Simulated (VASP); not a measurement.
A run of VASP 6.6.1:

File run.py:

```python
from ase.calculators.vasp import Vasp
from ase.dft.bandgap import bandgap
from ase.spacegroup import crystal

atoms = crystal(
    ['Bi', 'I', 'O', 'O', 'Li'],
    basis=[[0.0, 0.5, 0.108177], [0.5, 0.0, 0.322499], [0.0, 0.0, 0.0], [0.5, 0.5, 0.0], [0.0, 0.0, 0.5]],
    spacegroup=115,
    setting=1,
    cellpar=[4.232823, 4.232823, 9.999939, 90.0, 90.0, 90.0],
    primitive_cell=True,
)
calc = Vasp(
    directory='calc',
    xc='rev-vdw-df2',
    pp='PBE',
    setups='materialsproject',
    prec='Accurate',
    encut=520,
    ediff=1e-06,
    ismear=-1,
    sigma=0.02,
    lreal=False,
    lasph=True,
    nelm=80,
    algo='Normal',
    isif=2,
    lwave=False,
    lcharg=False,
    kpts=[6, 6, 3],
    gamma=True,
)
atoms.calc = calc

print('energy (eV):', atoms.get_potential_energy())
print('free energy (eV):', atoms.get_potential_energy(force_consistent=True))
print('forces (eV/A):')
print(atoms.get_forces())
print('stress (eV/A^3, Voigt):', atoms.get_stress())
print('Fermi level (eV):', calc.get_fermi_level())
gap, top, bottom = bandgap(calc)
print('band gap (eV):', gap, 'from (spin, k, band)', top, 'to', bottom)
```

Potentials or basis: VASP PAW PBE potentials, release 64 (Bi_d, I, O, Li_sv).

The run is started by

```sh
$ python run.py
```

Hardware: 1 thread of Intel(R) Xeon(R) 6975P-C (Granite Rapids) (shared host).

Question: How long does it take, and how much memory?

Answer: Wall time 3.1 min on 1 thread of Intel(R) Xeon(R) 6975P-C (Granite Rapids), with other jobs on the host, peak memory 0.73 GiB. Counts: scf iterations 15, k points 20.
